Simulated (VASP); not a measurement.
```
CELL_PARAMETERS angstrom
      1.59217    -2.75772     0.00000
      1.59217     2.75772     0.00000
      0.00000     0.00000     5.10949
ATOMIC_POSITIONS crystal
  Mg 0.33333 0.66667 0.25000
  Mg 0.66667 0.33333 0.75000
```

Level of theory: MS2 meta-GGA, VASP's PBE PAW potentials (set 64) (plane waves; VASP 6.6.1). Settings: 520 eV cut-off, 15×15×8 Γ-centred mesh, tetrahedra with Blöchl corrections, potentials Mg.

Question: Give the energies of bands 1 to 5 at the high-symmetry points, in eV from the Fermi level.

Answer: 
```json
[
 {"band": "1", "Γ": "-7.25", "M": "-2.36", "K": "-0.78", "A": "-5.77", "L": "-1.29", "H": "-0.03"},
 {"band": "2", "Γ": "-1.66", "M": "-2.25", "K": "-0.78", "A": "-5.77", "L": "-1.29", "H": "-0.03"},
 {"band": "3", "Γ": "-1.26", "M": "2.82", "K": "-0.63", "A": "5.41", "L": "-0.38", "H": "0.72"},
 {"band": "4", "Γ": "11.24", "M": "3.14", "K": "4.33", "A": "5.41", "L": "-0.38", "H": "0.72"},
 {"band": "5", "Γ": "11.24", "M": "3.58", "K": "4.33", "A": "12.20", "L": "8.22", "H": "1.73"}
]
```

It has no gap at this level: it comes out as a metal or semimetal.

The compound is Mg in the hcp structure. It was relaxed first.
